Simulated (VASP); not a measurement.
**CuC23 (a cell with a defect): relaxation of the atoms with PBEsol+U**

The system is CuC23 (a cell with a defect).

```
Cu C
1.0
     0.00000    5.35032    5.35032
     3.56688    0.00000    3.56688
     3.56688    3.56688    0.00000
Cu C
1 23
Cartesian
  0.0000 0.0000 0.0000
  1.7834 1.7834 0.0000
  1.7834 0.0000 1.7834
  3.5669 1.7834 1.7834
  0.0000 1.7834 1.7834
  1.7834 3.5669 1.7834
  1.7834 1.7834 3.5669
  3.5669 3.5669 3.5669
  0.0000 3.5669 3.5669
  1.7834 5.3503 3.5669
  1.7834 3.5669 5.3503
  3.5669 5.3503 5.3503
  0.8917 0.8917 0.8917
  2.6752 2.6752 0.8917
  2.6752 0.8917 2.6752
  4.4586 2.6752 2.6752
  0.8917 2.6752 2.6752
  2.6752 4.4586 2.6752
  2.6752 2.6752 4.4586
  4.4586 4.4586 4.4586
  0.8917 4.4586 4.4586
  2.6752 6.2420 4.4586
  2.6752 4.4586 6.2420
  4.4586 6.2420 6.2420
```

* Program: VASP 6.6.1
* Task: relaxation of the atoms
* Functional: PBEsol
* Potentials or basis: VASP PAW PBE potentials, release 64 (Cu, C)
* Cutoff: 450 eV
* k mesh: 3 × 4 × 4
* Occupations: gaussian, width 0.03 eV
* Spin: collinear spin, ferromagnetic start
* Starting moments: [3.0, 0.0, 0.0, 0.0, 0.0, 0.0, 0.0, 0.0, 0.0, 0.0, 0.0, 0.0, 0.0, 0.0, 0.0, 0.0, 0.0, 0.0, 0.0, 0.0, 0.0, 0.0, 0.0, 0.0] μB
* Hubbard terms: Cu d U = 5 eV
* Dq: 0
* Further INCAR settings: LREAL = Auto; ALGO = Normal; EDIFF = 1e-05; IBRION = 2; EDIFFG = -0.03; NSW = 40

```
Energy gained by relaxing                             : 217.3 meV/atom
Ionic steps                                           : 19
Largest force after relaxing                          : 0.025 eV/Å
Band gap on the k mesh                                : none (metal or under the smearing width)
Net moment                                            : 0.00 μB per cell
Valence electrons inside the program's atomic spheres : Cu 11.06; C 2.60, 2.57, 2.63, 2.59, 2.58, 2.62, 2.61, 2.56, 2.69, 2.55
```

Forces on the atoms (eV/Å):
```
Cu  -0.024  0.005  0.005
C    0.002 -0.010 -0.008
C    0.002 -0.008 -0.010
C    0.014 -0.008 -0.008
C    0.010  0.002  0.002
C   -0.003 -0.007  0.001
C   -0.003  0.001 -0.007
C    0.016  0.003  0.003
C   -0.020  0.011  0.011
C    0.000 -0.004  0.000
C    0.000  0.000 -0.004
C    0.010  0.008  0.008
C   -0.020 -0.004 -0.004
C   -0.010 -0.001  0.009
C   -0.010  0.009 -0.001
C    0.007  0.000  0.000
C    0.009 -0.012 -0.012
C    0.013 -0.011  0.000
C    0.013  0.000 -0.011
C    0.006  0.005  0.005
C   -0.005  0.004  0.004
C   -0.008 -0.004  0.008
C   -0.008  0.008 -0.004
C    0.010  0.013  0.013
```

The path:
```tsv
step	energy change (eV)	largest force (eV/Å)	pressure (GPa)
1	0.0000	13.5626	31.20
2	4.7442	10.3816	31.11
3	-4.8830	2.8883	21.51
4	-4.8965	2.7481	21.58
5	-4.8978	2.6846	21.58
6	-5.0137	3.5190	21.96
7	-5.1469	1.1708	21.81
8	-5.1980	0.4939	21.10
9	-5.2012	0.3300	21.22
10	-5.2069	0.4440	21.23
11	-5.2099	0.1561	21.34
12	-5.2125	0.1021	21.17
13	-5.2125	0.1064	21.27
14	-5.2138	0.0865	21.21
15	-5.2139	0.1121	21.16
16	-5.2148	0.0480	21.19
17	-5.2148	0.0478	21.17
18	-5.2150	0.0376	21.33
19	-5.2151	0.0251	21.27
```

Final structure:
```yaml
crystal:
  lattice:
    - [0.00000, 5.35032, 5.35032]
    - [3.56688, 0.00000, 3.56688]
    - [3.56688, 3.56688, 0.00000]
  atoms:
    - { symbol: Cu, position: [0.99373, 0.00113, 0.00113] }
    - { symbol: C, position: [0.99933, 0.99930, 0.50053] }
    - { symbol: C, position: [0.99933, 0.50053, 0.99930] }
    - { symbol: C, position: [0.00009, 0.50051, 0.50051] }
    - { symbol: C, position: [0.33110, 0.00331, 0.00331] }
    - { symbol: C, position: [0.33990, 0.99897, 0.48994] }
    - { symbol: C, position: [0.33990, 0.48994, 0.99897] }
    - { symbol: C, position: [0.33211, 0.50066, 0.50066] }
    - { symbol: C, position: [0.66849, 0.99862, 0.99862] }
    - { symbol: C, position: [0.65851, 0.00390, 0.50682] }
    - { symbol: C, position: [0.65851, 0.50682, 0.00390] }
    - { symbol: C, position: [0.66746, 0.49959, 0.49959] }
    - { symbol: C, position: [0.09621, 0.14044, 0.14044] }
    - { symbol: C, position: [0.10178, 0.13694, 0.57184] }
    - { symbol: C, position: [0.10178, 0.57184, 0.13694] }
    - { symbol: C, position: [0.08427, 0.62455, 0.62455] }
    - { symbol: C, position: [0.42996, 0.11584, 0.11584] }
    - { symbol: C, position: [0.41142, 0.12576, 0.63234] }
    - { symbol: C, position: [0.41142, 0.63234, 0.12576] }
    - { symbol: C, position: [0.41808, 0.62325, 0.62325] }
    - { symbol: C, position: [0.70877, 0.14853, 0.14853] }
    - { symbol: C, position: [0.75021, 0.12572, 0.62514] }
    - { symbol: C, position: [0.75021, 0.62514, 0.12572] }
    - { symbol: C, position: [0.74744, 0.62636, 0.62636] }
```

Levels at points of the mesh, in eV from the Fermi level:
Spin up:
| k point | band 47 | band 48 | band 49 | band 50 | band 51 | band 52 | band 53 | band 54 | band 55 | band 56 |
| --- | --- | --- | --- | --- | --- | --- | --- | --- | --- | --- |
| (0.00, 0.00, 0.00) | -3.86 | -2.95 | -2.38 | -2.29 | -0.03 | 1.45 | 1.58 | 3.19 | 3.35 | 3.45 |
| (0.00, 0.50, 0.00) | -4.21 | -3.61 | -3.27 | -3.20 | -1.98 | -0.03 | 0.85 | 3.34 | 3.76 | 4.26 |
| (0.00, 0.50, 0.50) | -4.46 | -4.20 | -3.27 | -3.23 | -2.02 | 0.22 | 0.80 | 2.82 | 3.54 | 4.72 |
Spin down:
```tsv
k point	band 47	band 48	band 49	band 50	band 51	band 52	band 53	band 54	band 55	band 56
(0.00, 0.00, 0.00)	-3.86	-2.95	-2.38	-2.29	-0.03	1.45	1.58	3.19	3.35	3.45
(0.00, 0.50, 0.00)	-4.21	-3.61	-3.27	-3.20	-1.98	-0.03	0.85	3.34	3.76	4.26
(0.00, 0.50, 0.50)	-4.46	-4.20	-3.27	-3.23	-2.02	0.22	0.80	2.82	3.54	4.72
```

Eigenvalues of the final occupation matrices:
```csv
site,spin,trace,eigenvalues
site 1 d,1,4.75,0.92 0.92 0.97 0.97 0.97
site 1 d,2,4.75,0.92 0.92 0.97 0.97 0.97
```

Run time: 33 min on 4 MPI ranks on Intel(R) Xeon(R) Platinum 8375C CPU @ 2.90GHz (Ice Lake) (shared host), peak memory 0.41 GiB a rank.

Caveat: the k mesh is coarse (spacing up to 0.38 Å⁻¹), so the values aren't converged; the cutoff is under 1.25 times the usual one of these potentials, so pressure, stress and relaxed cells hold a basis-set (Pulay) error; the electronic state changed during the relaxation; the PAW data sets were made with another functional, which shifts forces and pressure a little; the U is typed as a test and isn't derived for this compound. The state reached can hang on the start; a lower one may exist.
